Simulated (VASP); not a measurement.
# Fe on the In site in InSe, part 5 of 9

Aim: the formation energy and local structure of Fe on the In site in InSe. The start is a cell from a database of measured crystal structures.

VASP 6.6.1, plane waves and PAW; the level of theory is named at each step.

So far. Step 2 (The host at zero pressure): The run ended after 12 ionic steps, 1.935 eV below its first step, once forces and stress met EDIFFG = -0.02. Step 4 (The perfect supercell): The perfect cell has a gap of 0.39 eV on this mesh, with its valence-band top at 2.624 eV, and charged states follow.

The database entry behind the starting cell differs from later determinations by our own check (c about 1.7 % long), so it need not match the best structure at ambient conditions.

## 5. Reference Fe

This step: PBEsol, spin-polarised from a ferromagnetic start (one magnetic atom a cell); plane waves and PAW (Fe) (VASP 6.6.1).

System of this step: Fe. Symmetry: Im-3m, No. 229, cubic system. Conventional cell: a = 2.870 Å, b = 2.870 Å, c = 2.870 Å, α = 90.00°, β = 90.00°, γ = 90.00°. Fe has 8 Fe at 2.49 Å nearest.

The reference for Fe is its crystal, relaxed at the cutoff of the large cell.

The input, INCAR:

```
SYSTEM = Fe
PREC = Normal
ENCUT = 300
EDIFF = 1E-05
NELM = 120
ISMEAR = 1
SIGMA = 0.1
LREAL = Auto
ALGO = Fast
GGA = PS
NBANDS = 12
ISPIN = 2
MAGMOM = 2.5
LASPH = .TRUE.
LMAXMIX = 4
LORBIT = 11
LWAVE = .FALSE.
LCHARG = .FALSE.
KPAR = 4
IBRION = 2
NSW = 25
ISIF = 3
EDIFFG = -0.02
POTIM = 0.4
```

The input, POSCAR:

```
Fe
1.0
   -1.4350000000      1.4350000000      1.4350000000
    1.4350000000     -1.4350000000      1.4350000000
    1.4350000000      1.4350000000     -1.4350000000
Fe
1
Direct
    0.0000000000      0.0000000000      0.0000000000
```

The input, KPOINTS:

```
Automatic mesh
0
Gamma
13 13 13
0 0 0
```

The projector-augmented-wave data sets are Fe (PBE family, release 64).

Started as:

```console
$ mpirun -np 4 vasp_std
```

The program printed:

```text
[banner, memory and clock lines left out]
running    4 mpi-ranks, on    1 nodes
 distrk:  each k-point on    1 cores,    4 groups
 distr:  one band on    1 cores,    1 groups

 POSCAR found type information on POSCAR Fe
 POSCAR found :  1 types and       1 ions
|                                                                             |
|               ----> ADVICE to this user running VASP <----                  |
|                                                                             |
|     You have a (more or less) 'small supercell' and for smaller cells       |
|     it is recommended to use the reciprocal-space projection scheme!        |
|     The real-space optimization is not efficient for small cells and it     |
|     is also less accurate ...                                               |
|     Therefore, set LREAL=.FALSE. in the INCAR file.                         |
|                                                                             |

 [... a notice as in an earlier step ...]

 LDA part: xc-table for (Slater+PW92), standard interpolation
 POSCAR, INCAR and KPOINTS ok, starting setup
 FFT: planning ... GRIDC
 FFT: planning ... GRID_SOFT
 FFT: planning ... GRID
 WAVECAR not read
 entering main loop
       N       E                     dE             d eps       ncg     rms          rms(c)
DAV:   1     0.116628843597E+02    0.11663E+02   -0.27961E+03  4488   0.516E+02
DAV:   2    -0.969577553367E+01   -0.21359E+02   -0.19469E+02  4192   0.101E+02
DAV:   3    -0.100793728092E+02   -0.38360E+00   -0.38293E+00  4732   0.158E+01
DAV:   4    -0.100805531678E+02   -0.11804E-02   -0.11803E-02  4476   0.790E-01
DAV:   5    -0.100805599609E+02   -0.67931E-05   -0.67938E-05  4664   0.620E-02    0.114E+01
RMM:   6    -0.896629003027E+01    0.11143E+01   -0.24688E+00  4032   0.183E+01    0.663E+00
RMM:   7    -0.888816410605E+01    0.78126E-01   -0.14707E-01  4032   0.488E+00    0.374E+00
RMM:   8    -0.887652091013E+01    0.11643E-01   -0.84553E-03  4032   0.689E-01    0.129E+00
RMM:   9    -0.886905989935E+01    0.74610E-02   -0.12801E-03  4031   0.255E-01    0.372E-01
RMM:  10    -0.886849157153E+01    0.56833E-03   -0.42343E-04  4031   0.247E-01    0.825E-02
RMM:  11    -0.886853586552E+01   -0.44294E-04   -0.62577E-05  3960   0.790E-02    0.596E-02
RMM:  12    -0.886854010176E+01   -0.42362E-05   -0.12727E-05  3119   0.328E-02
   1 F= -.88685401E+01 E0= -.88684844E+01  d E =-.886854E+01  mag=     2.2274
 curvature:   0.00 expect dE= 0.000E+00 dE for cont linesearch  0.000E+00
 trial: gam= 0.00000 g(F)=  0.375E-63 g(S)=  0.172E+00 ort = 0.000E+00 (trialstep = 0.100E+01)
 search vector abs. value=  0.172E+00
 bond charge predicted
       N       E                     dE             d eps       ncg     rms          rms(c)
DAV:   1    -0.104419383781E+02   -0.15734E+01   -0.27796E+01  4572   0.721E+01    0.124E+01
RMM:   2    -0.896623572214E+01    0.14757E+01   -0.13519E+00  4032   0.144E+01    0.871E+00
RMM:   3    -0.893854582154E+01    0.27690E-01   -0.56075E-02  4032   0.291E+00    0.409E+00
RMM:   4    -0.891897017695E+01    0.19576E-01   -0.64436E-03  4033   0.688E-01    0.827E-01
RMM:   5    -0.890612575234E+01    0.12844E-01   -0.33233E-03  4032   0.589E-01    0.256E-01
RMM:   6    -0.890612890765E+01   -0.31553E-05   -0.81320E-04  4043   0.301E-01    0.949E-02
RMM:   7    -0.890612768764E+01    0.12200E-05   -0.13694E-04  4042   0.103E-01    0.479E-02
RMM:   8    -0.890612590035E+01    0.17873E-05   -0.23603E-05  3690   0.448E-02
   2 F= -.89061259E+01 E0= -.89060854E+01  d E =-.375858E-01  mag=     1.9978
 trial-energy change:   -0.037586  1 .order   -0.025564   -0.172287    0.121160
 step:   0.6435(harm=  0.5871)  dis= 0.00000  next Energy=    -8.927178 (dE=-0.586E-01)
 bond charge predicted
       N       E                     dE             d eps       ncg     rms          rms(c)
DAV:   1    -0.913993838381E+01   -0.23381E+00   -0.37878E+00  4356   0.290E+01    0.452E+00
RMM:   2    -0.894806204706E+01    0.19188E+00   -0.23982E-01  4032   0.580E+00    0.411E+00
RMM:   3    -0.893200836152E+01    0.16054E-01   -0.14181E-02  4032   0.150E+00    0.149E+00
RMM:   4    -0.892963804176E+01    0.23703E-02   -0.11694E-03  4032   0.352E-01    0.411E-01
RMM:   5    -0.892768332515E+01    0.19547E-02   -0.74115E-04  4029   0.282E-01    0.725E-02
RMM:   6    -0.892770729243E+01   -0.23967E-04   -0.97890E-05  4048   0.888E-02    0.273E-02
RMM:   7    -0.892771312088E+01   -0.58285E-05   -0.14660E-05  3385   0.303E-02
   3 F= -.89277131E+01 E0= -.89273696E+01  d E =-.591730E-01  mag=     2.0679
 curvature:  -0.29 expect dE=-0.864E-05 dE for cont linesearch -0.864E-05
 trial: gam= 0.00000 g(F)=  0.103E-62 g(S)=  0.300E-04 ort =-0.227E-02 (trialstep = 0.929E+00)
 search vector abs. value=  0.300E-04
 reached required accuracy - stopping structural energy minimisation
```

Elapsed: 10 s, on 4 MPI ranks of Intel Xeon Platinum 8488C (Sapphire Rapids), shared host; peak memory 0.45 GiB; 38 s of CPU time.

OUTCAR, selected parts (step 5):

```text
   k-points           NKPTS =     84   k-points in BZ     NKDIM =     84   number of bands    NBANDS=     12

   ENCUT  =  300.0 eV  22.05 Ry    4.70 a.u.   3.51  3.51  3.51*2*pi/ulx,y,z

   NELECT =       8.0000    total number of electrons

 E-fermi :   6.2963

 spin component 1
 k-point     1 :       0.0000    0.0000    0.0000
  band No.  band energies     occupation
    ...
      2       3.8421      1.00000
      3       3.8421      1.00000
      4       3.8421      1.00000
      5       5.2016      1.00000
      6       5.2016      1.00000
      7      31.6685      0.00000
      8      31.6685      0.00000
      9      31.6685      0.00000
     10      37.1438      0.00000
     11      37.1438      0.00000
    ...

 k-point     2 :       0.0769    0.0000    0.0000
  band No.  band energies     occupation
    ...
      2       3.7687      1.00000
      3       3.8343      1.00000
      4       3.9850      1.00000
      5       5.1301      1.00000
      6       5.2076      1.00000
      7      30.1897      0.00000
      8      31.3151      0.00000
      9      31.5411      0.00000
     10      36.3942      0.00000
     11      37.1666      0.00000
    ...

  Total        0.0160908      0.0160908      0.0160908      0.0000000     -0.0000000     -0.0000000
  in kB        2.3919622      2.3919622      2.3919622      0.0000000     -0.0000000     -0.0000000
  external PRESSURE =       2.3919622 kB  Pullay stress =       0.0000000 kB

 POSITION                                       TOTAL-FORCE (eV/Angst)
 -----------------------------------------------------------------------------------
      0.00000      0.00000      0.00000        -0.000000      0.000000     -0.000000
 -----------------------------------------------------------------------------------
    total drift:                                0.000000      0.000000     -0.000000

  FREE ENERGIE OF THE ION-ELECTRON SYSTEM (eV)
  ---------------------------------------------------
  free  energy   TOTEN  =        -8.9277131209 eV

  energy  without entropy=       -8.9266825192  energy(sigma->0) =       -8.92736959

 magnetization (x)
# of ion       s       p       d       tot
------------------------------------------
    1       -0.012  -0.051   2.111   2.048

[... 1 part as in an earlier step ...]

[... 20 further parts left out ...]
```

CONTCAR:

```
Fe
   1.00000000000000
    -1.3915258756003799    1.3915258756003799    1.3915258756003799
     1.3915258756003799   -1.3915258756003799    1.3915258756003799
     1.3915258756003799    1.3915258756003799   -1.3915258756003799
  Fe
     1
Direct
     0.0000000000000000    0.0000000000000000    0.0000000000000000
```

The cell holds one magnetic atom, so no antiferromagnetic order fits into it. After so large a change of volume the plane waves of the start cell no longer fit, so the final stress carries a basis-set error. The run keeps the 48 symmetry operations of its start, so it cannot find a distortion of lower symmetry.

Step by step:

```tsv
step	energy less that of the first step (eV)	largest force (eV/Å)	pressure (GPa)	volume (Å³)
1	0.0000	0.0000	-16.53	11.82
2	-0.0376	0.0000	13.44	10.23
3	-0.0592	0.0000	0.24	10.78
```

```tsv
conventional cell, symmetrised	before	after	change
a (Å)	2.870	2.783	-3.0 %
b (Å)	2.870	2.783	-3.0 %
c (Å)	2.870	2.783	-3.0 %
volume (Å³/atom)	11.82	10.78	-8.8 %
```

Final coordinates:

```
Fe
1.0
    -1.39153    1.39153    1.39153
     1.39153   -1.39153    1.39153
     1.39153    1.39153   -1.39153
Fe
1
Direct
  0.00000 0.00000 0.00000
```

Numbers from this step:

```
electronic cycles                                 : 27
electrons                                         : 8
free energy (TOTEN)                               : -8.928 eV
energy at zero smearing                           : -8.927 eV
Fermi energy                                      : 6.296 eV
moment of the cell, from the last line of the log : 2.068 μB
labelled metallic, from the levels on this mesh   : yes
```

Spin moment in the PAW sphere by atom:

```tsv
atom	spin moment in the PAW sphere (μB)
Fe1	2.05
```

The run ended after 3 ionic steps, 0.059 eV below its first step, once forces and stress met EDIFFG = -0.02.

Energy at zero smearing: -8.92737 eV.

## 6. Reference In

This step: PBEsol; plane waves and PAW (In) (VASP 6.6.1).

System of this step: In. It takes space group I4/mmm (No. 139, tetragonal). The conventional cell has a = 3.246 Å, b = 3.246 Å, c = 4.939 Å, α = 90.00°, β = 90.00°, γ = 90.00°. Nearest to In lie 12 In at 3.25 to 3.37 Å.

The reference for In is its crystal, relaxed at the cutoff of the large cell.

The input, INCAR:

```
SYSTEM = In
PREC = Normal
ENCUT = 300
EDIFF = 1E-05
NELM = 120
ISMEAR = 1
SIGMA = 0.1
LREAL = Auto
ALGO = Fast
GGA = PS
NBANDS = 7
LORBIT = 11
LWAVE = .FALSE.
LCHARG = .FALSE.
KPAR = 4
LASPH = .TRUE.
IBRION = 2
NSW = 25
ISIF = 3
EDIFFG = -0.02
POTIM = 0.4
```

The input, POSCAR:

```
In
1.0
   -1.6228100628      1.6228100628      2.4694200000
    1.6228100628     -1.6228100628      2.4694200000
    1.6228100628      1.6228100628     -2.4694200000
In
1
Direct
    0.0000000000      0.0000000000      0.0000000000
```

The input, KPOINTS:

```
Automatic mesh
0
Gamma
11 11 11
0 0 0
```

The projector-augmented-wave data sets are In (PBE family, release 64).

Started as:

```console
$ mpirun -np 4 vasp_std
```

The program printed:

```text
[banner, memory and clock lines left out]
running    4 mpi-ranks, on    1 nodes
 distrk:  each k-point on    1 cores,    4 groups
 distr:  one band on    1 cores,    1 groups

 POSCAR found type information on POSCAR In
 POSCAR found :  1 types and       1 ions
 [... a notice as in an earlier step ...]

 [... a notice as in an earlier step ...]

 LDA part: xc-table for (Slater+PW92), standard interpolation
 POSCAR, INCAR and KPOINTS ok, starting setup
 FFT: planning ... GRIDC
 FFT: planning ... GRID_SOFT
 FFT: planning ... GRID
 WAVECAR not read
 entering main loop
       N       E                     dE             d eps       ncg     rms          rms(c)
DAV:   1    -0.142128064503E+01   -0.14213E+01   -0.60446E+02  1848   0.155E+02
DAV:   2    -0.299023401460E+01   -0.15690E+01   -0.14961E+01  2324   0.177E+01
DAV:   3    -0.300044565296E+01   -0.10212E-01   -0.10210E-01  2226   0.153E+00
DAV:   4    -0.300045448979E+01   -0.88368E-05   -0.88370E-05  2744   0.497E-02
DAV:   5    -0.300045449273E+01   -0.29348E-08   -0.28106E-08  2233   0.578E-04    0.251E+00
RMM:   6    -0.298198390146E+01    0.18471E-01   -0.16625E-03  1764   0.173E-01    0.144E+00
RMM:   7    -0.296932031786E+01    0.12664E-01   -0.68276E-03  1846   0.344E-01    0.182E-01
RMM:   8    -0.296942881964E+01   -0.10850E-03   -0.31267E-04  1764   0.880E-02    0.615E-02
RMM:   9    -0.296942008407E+01    0.87356E-05   -0.60420E-05  1740   0.371E-02
   1 F= -.29694201E+01 E0= -.29694684E+01  d E =-.296942E+01
 curvature:   0.00 expect dE= 0.000E+00 dE for cont linesearch  0.000E+00
 trial: gam= 0.00000 g(F)=  0.590E-65 g(S)=  0.715E-03 ort = 0.000E+00 (trialstep = 0.100E+01)
 search vector abs. value=  0.715E-03
 bond charge predicted
       N       E                     dE             d eps       ncg     rms          rms(c)
DAV:   1    -0.297001232338E+01   -0.58350E-03   -0.46563E-03  2548   0.221E-01    0.657E-02
RMM:   2    -0.296995751549E+01    0.54808E-04   -0.45826E-05  1685   0.408E-02    0.366E-02
RMM:   3    -0.296992401059E+01    0.33505E-04   -0.33247E-05  1760   0.251E-02    0.975E-03
RMM:   4    -0.296992431093E+01   -0.30034E-06   -0.25955E-06   972   0.916E-03
   2 F= -.29699243E+01 E0= -.29699404E+01  d E =-.504227E-03
[... from here on, the cycles between the ionic steps are left out ...]
   3 F= -.29699862E+01 E0= -.29699761E+01  d E =-.566072E-03
   4 F= -.29699901E+01 E0= -.29699721E+01  d E =-.569998E-03
   5 F= -.29703117E+01 E0= -.29702360E+01  d E =-.321616E-03
   6 F= -.29712272E+01 E0= -.29711630E+01  d E =-.123707E-02
   7 F= -.29703085E+01 E0= -.29700357E+01  d E =-.318446E-03
   8 F= -.29712998E+01 E0= -.29711983E+01  d E =-.130969E-02
   9 F= -.29713099E+01 E0= -.29712150E+01  d E =-.131980E-02
 curvature:  -1.72 expect dE=-0.135E-03 dE for cont linesearch -0.368E-07
 trial: gam= 0.10526 g(F)=  0.528E-64 g(S)=  0.782E-04 ort =-0.248E-05 (trialstep = 0.208E+01)
 search vector abs. value=  0.809E-04
 bond charge predicted
       N       E                     dE             d eps       ncg     rms          rms(c)
DAV:   1    -0.297140026452E+01   -0.90268E-04   -0.21675E-03  2408   0.146E-01    0.524E-02
RMM:   2    -0.297136515886E+01    0.35106E-04   -0.16825E-05  1412   0.246E-02    0.285E-02
RMM:   3    -0.297134253305E+01    0.22626E-04   -0.19027E-05  1624   0.186E-02    0.746E-03
RMM:   4    -0.297134311667E+01   -0.58362E-06   -0.17020E-06   913   0.732E-03
  10 F= -.29713431E+01 E0= -.29712420E+01  d E =-.332319E-04
 trial-energy change:   -0.000033  1 .order   -0.000041   -0.000162    0.000081
 step:   1.3884(harm=  1.3884)  dis= 0.00000  next Energy=    -2.971364 (dE=-0.541E-04)
 reached required accuracy - stopping structural energy minimisation
```

Wall time 10 s (4 MPI ranks); peak memory 0.45 GiB.

Parts of OUTCAR (step 6):

```text
   k-points           NKPTS =    126   k-points in BZ     NKDIM =    126   number of bands    NBANDS=      7

   ENCUT  =  300.0 eV  22.05 Ry    4.70 a.u.   4.76  4.76  4.76*2*pi/ulx,y,z

   NELECT =       3.0000    total number of electrons

 E-fermi :   4.9649

 k-point     1 :       0.0000    0.0000    0.0000
  band No.  band energies     occupation
      1      -4.7014      2.00000
      2      15.6496      0.00000
      3      15.6496      0.00000
      4      15.7612      0.00000
      5      16.5417      0.00000
      6      17.8686      0.00000
    ...

  Total       -0.0136749     -0.0136749     -0.0106481      0.0000000      0.0000000      0.0000000
  in kB       -0.8493222     -0.8493222     -0.6613292      0.0000000      0.0000000      0.0000000
  external PRESSURE =      -0.7866579 kB  Pullay stress =       0.0000000 kB

 POSITION                                       TOTAL-FORCE (eV/Angst)
 -----------------------------------------------------------------------------------
      0.00000      0.00000      0.00000         0.000000      0.000000      0.000000
 -----------------------------------------------------------------------------------
    total drift:                                0.000000      0.000000      0.000000

  FREE ENERGIE OF THE ION-ELECTRON SYSTEM (eV)
  ---------------------------------------------------
  free  energy   TOTEN  =        -2.9713431167 eV

  energy  without entropy=       -2.9710398227  energy(sigma->0) =       -2.97124202

[... 2 parts as in an earlier step ...]

[... 14 further parts left out ...]
```

This run has no spin polarisation. Its electron count is odd, so without a moment it is a metal by construction. The k-mesh is coarse for a metal. The run keeps the 16 symmetry operations of its start, so it cannot find a distortion of lower symmetry.

Step by step:

```tsv
step	energy less that of the first step (eV)	largest force (eV/Å)	pressure (GPa)	volume (Å³)
1	0.0000	0.0000	-0.43	26.01
2	-0.0005	0.0000	-0.06	25.80
3	-0.0006	0.0000	0.08	25.71
4	-0.0006	0.0000	0.11	25.68
5	-0.0009	0.0000	0.11	25.67
6	-0.0018	0.0000	0.14	25.65
7	-0.0009	0.0000	0.35	25.59
8	-0.0019	0.0000	0.20	25.63
9	-0.0019	0.0000	0.16	25.64
10	-0.0019	0.0000	-0.08	25.80
```

```tsv
conventional cell, symmetrised	before	after	change
a (Å)	3.246	3.269	+0.7 %
b (Å)	3.246	3.269	+0.7 %
c (Å)	4.939	4.828	-2.2 %
volume (Å³/atom)	26.01	25.80	-0.8 %
```

The relaxed structure:

```cif
data_structure
_symmetry_space_group_name_H-M 'P 1'
_symmetry_Int_Tables_number 1
_cell_length_a 3.3422
_cell_length_b 3.3422
_cell_length_c 3.3422
_cell_angle_alpha 121.444
_cell_angle_beta 121.444
_cell_angle_gamma 87.517
_cell_volume 25.80
loop_
_atom_site_label
_atom_site_type_symbol
_atom_site_fract_x
_atom_site_fract_y
_atom_site_fract_z
_atom_site_occupancy
In1 In 0.00000 0.00000 0.00000 1
```

Numbers from this step:

| Item | Value |
| --- | --- |
| electronic cycles | 38 |
| electrons | 3 |
| free energy (TOTEN) | -2.971 eV |
| energy at zero smearing | -2.971 eV |
| Fermi energy | 4.965 eV |

The run ended after 10 ionic steps, 0.002 eV below its first step, once forces and stress met EDIFFG = -0.02.

Energy at zero smearing: -2.97124 eV.

(Continued in part 6 of 9.)

[Lines on the potential files, build, host, timing and source positions are cut from VASP's logs without a mark.]

[Logs are printed without paths, hosts, clocks, repeated set-up lines and the standing remarks that a program may print on its own settings, such as how far it seeks lower states.]

[Hosts, paths, dates, database ids (printed as entryN), source tags and the programs' standing remarks are cut or masked in the printed files.]

[In band tables of VASP the shares of atoms and orbitals are scaled to a sum of 1 inside the atoms' spheres.]

[Runs that stopped without an error message from VASP are left out.]
